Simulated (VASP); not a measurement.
```
InP
1.0
    4.14964     0.00000     0.00000
   -2.07482     3.59369     0.00000
    0.00000     0.00000     6.80462
In P
2 2
Direct
  0.66667   0.33333   0.50010
  0.33333   0.66667   0.00010
  0.66667   0.33333   0.87490
  0.33333   0.66667   0.37490
```

The numbers are results of PBEsol GGA with spin-orbit coupling, VASP's PBE PAW potentials (set 64) (plane waves; VASP), not measurements. Run with 400 eV cut-off, 6×6×3 Γ-centred mesh, Gaussian smearing of 0.050 eV, potentials In_d P.

Question: Give the energies of bands 27 to 40 at the high-symmetry points, in eV from the valence-band maximum.

Answer: 
| band | Γ | M | K | A | L | H |
|---|---|---|---|---|---|---|
| 27 | -1.13 | -4.97 | -5.33 | -3.56 | -5.79 | -5.76 |
| 28 | -1.13 | -4.97 | -5.33 | -3.56 | -5.79 | -5.76 |
| 29 | -1.02 | -3.57 | -3.98 | -0.65 | -1.89 | -3.37 |
| 30 | -1.02 | -3.57 | -3.98 | -0.65 | -1.89 | -3.37 |
| 31 | -0.16 | -2.39 | -2.71 | -0.65 | -1.89 | -3.28 |
| 32 | -0.16 | -2.39 | -2.61 | -0.65 | -1.89 | -3.28 |
| 33 | -0.04 | -2.02 | -2.61 | -0.56 | -1.78 | -1.51 |
| 34 | -0.04 | -2.02 | -2.57 | -0.56 | -1.78 | -1.51 |
| 35 | 0.00 | -1.04 | -2.37 | -0.56 | -1.78 | -1.48 |
| 36 | 0.00 | -1.04 | -2.37 | -0.56 | -1.78 | -1.48 |
| 37 | 0.61 | 1.70 | 2.44 | 1.67 | 1.64 | 2.40 |
| 38 | 0.61 | 1.70 | 2.44 | 1.67 | 1.64 | 2.40 |
| 39 | 1.09 | 2.44 | 4.19 | 1.67 | 1.64 | 2.44 |
| 40 | 1.09 | 2.44 | 4.23 | 1.67 | 1.64 | 2.44 |

The gap is direct, 0.61 eV, from the valence maximum at Γ to the conduction minimum at Γ.

The structure comes from a computed database's InP entry (P6_3mc); how it stands against other phases isn't given here. It was relaxed first.
